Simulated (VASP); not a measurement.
Consider the following.

```xyz
4
Lattice="2.7536 0.0000 0.0000 -1.3768 2.3847 0.0000 0.0000 0.0000 6.7573" Properties=species:S:1:pos:R:3 pbc="T T T"
Cu     0.0000     1.5898     0.3149
Cu     1.3768     0.7949     3.6936
F      0.0000     1.5898     2.2191
F      1.3768     0.7949     5.5977
```

These are PBEsol GGA, VASP's PBE PAW potentials (set 64) (plane waves; VASP 6.6.1) values and carry that method's errors. Run with 620 eV cut-off, 9×9×4 Γ-centred mesh, Gaussian smearing of 0.050 eV, potentials Cu F.

Energy and stress use the plane-wave basis of the starting cell.

Q: The ions, cell shape and volume at an external pressure of 5.0 GPa are relaxed. What does this cell relax into?

A: 
```xyz
4
Lattice="2.6783 0.0000 0.0000 -1.3391 2.3194 0.0000 0.0000 0.0000 6.7554" Properties=species:S:1:pos:R:3 pbc="T T T"
Cu     0.0000     1.5463     0.3222
Cu     1.3391     0.7731     3.6999
F      0.0000     1.5463     2.2111
F      1.3391     0.7731     5.5888
```
Space group P6_3mc (186), at a tolerance of 0.03 Å.

Q: How do energy and volume change from the first to the last step?

A: The energy (σ→0) changes by +8.6 meV/atom and the volume by -5.4 %, in 9 ionic steps.

The structure was generated: CuF was put into the wurtzite type (P6_3mc), which need not be its known phase. This run relaxes it under an external pressure of 5 GPa. Symmetry was kept, so distortions that lower it aren't found.
